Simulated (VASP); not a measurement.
Consider the following.

```yaml
crystal:
  lattice:
    - [1.80923, -3.13368, 0.00000]
    - [1.80923, 3.13368, 0.00000]
    - [0.00000, 0.00000, 5.56908]
  atoms:
    - { symbol: Y, position: [0.33333, 0.66667, 0.25000] }
    - { symbol: Y, position: [0.66667, 0.33333, 0.75000] }
```

Method: optB86b-vdW, VASP's PBE PAW potentials (set 64) (plane waves; VASP 6.6.1). Run with 520 eV cut-off, Gaussian smearing of 0.050 eV, potentials Y_sv.

Task: Give the energies of bands 9 to 14 at the high-symmetry points, in eV from the Fermi level.

Result: 
```
band      Γ      M      K      A      L      H
----  -----  -----  -----  -----  -----  -----
9     -4.71  -1.69  -0.80  -3.19  -1.69  -0.40
10    -1.89  -1.26  -0.69  -3.19  -1.69  -0.40
11     1.17  -0.84  -0.69   1.04   0.10  -0.39
12     1.74  -0.07  -0.46   1.04   0.10  -0.39
13     1.74   1.40   1.15   1.63   1.51   0.47
14     2.23   1.55   1.15   1.63   1.51   0.47
```

It has no gap at this level: it comes out as a metal or semimetal.

The compound is Y in the hcp structure. It was relaxed first.
